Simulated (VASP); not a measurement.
Consider the following.

```xyz
3
Lattice="0.0000 2.5747 2.5747 2.5747 0.0000 2.5747 2.5747 2.5747 0.0000" Properties=species:S:1:pos:R:3 pbc="T T T"
Si     1.2874     1.2874     1.2874
Si     3.8621     3.8621     3.8621
Ni     0.0000     0.0000     0.0000
```

Method: PBEsol GGA, VASP's PBE PAW potentials (set 64) (plane waves; VASP). Numerical set-up: 500 eV cut-off, 10×10×10 Γ-centred mesh, first-order Methfessel-Paxton smearing of 0.10 eV, potentials Si Ni.

Energy and stress use the plane-wave basis of the starting cell.

Problem. The ions, cell shape and volume at an external pressure of 45.0 GPa are relaxed. What does this cell relax into?

Solution. 
```xyz
3
Lattice="0.0000 2.5353 2.5353 2.5353 0.0000 2.5353 2.5353 2.5353 0.0000" Properties=species:S:1:pos:R:3 pbc="T T T"
Si     1.2677     1.2677     1.2677
Si     3.8030     3.8030     3.8030
Ni     2.5353     2.5353     0.0000
```
Space group Fm-3m (225), at a tolerance of 0.03 Å.

Problem. How do energy and volume change from the first to the last step?

Solution. The energy (σ→0) changes by +119.8 meV/atom and the volume by -4.5 %, in 4 ionic steps.

The compound is NiSi2 in the fluorite structure. This run relaxes it under an external pressure of 45 GPa. Symmetry was kept, so distortions that lower it aren't found. The run is not spin-polarised, so no magnetic state was tried.
